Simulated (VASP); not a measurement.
Consider the following.

```yaml
crystal:
  lattice:
    - [0.00000, 3.25306, 3.25306]
    - [3.25306, 0.00000, 3.25306]
    - [3.25306, 3.25306, 0.00000]
  atoms:
    - { symbol: Na, position: [0.00000, 0.00000, 0.00000] }
    - { symbol: I, position: [0.50000, 0.50000, 0.50000] }
```

Calculation: AM05 GGA, VASP's PBE PAW potentials (set 64) (plane waves; VASP). Numerical set-up: 520 eV cut-off, Gaussian smearing of 0.050 eV, potentials Na_pv I.

Unless said otherwise, spin-orbit coupling is left out, though it shifts the bands of the heavy elements here.

Problem. Give the energies of bands 5 to 10 at the high-symmetry points, in eV from the valence-band maximum.

Solution. 
| band | Γ | X | U | L | W |
|---|---|---|---|---|---|
| 5 | 0.00 | -1.85 | -1.59 | -2.11 | -1.36 |
| 6 | 0.00 | -0.72 | -1.30 | -0.27 | -1.36 |
| 7 | 0.00 | -0.72 | -0.58 | -0.27 | -0.90 |
| 8 | 3.63 | 4.56 | 5.26 | 5.10 | 5.86 |
| 9 | 7.95 | 5.59 | 6.69 | 7.47 | 7.47 |
| 10 | 7.95 | 9.77 | 8.63 | 7.47 | 7.47 |

The gap is direct, 3.63 eV, from the valence maximum at Γ to the conduction minimum at Γ.

Measured: gap 5.90 eV (computed value off by -2.27 eV), as given by Abedi et al., (2022), arXiv:2211.14644.

The compound is NaI in the rock salt structure. It was relaxed first.
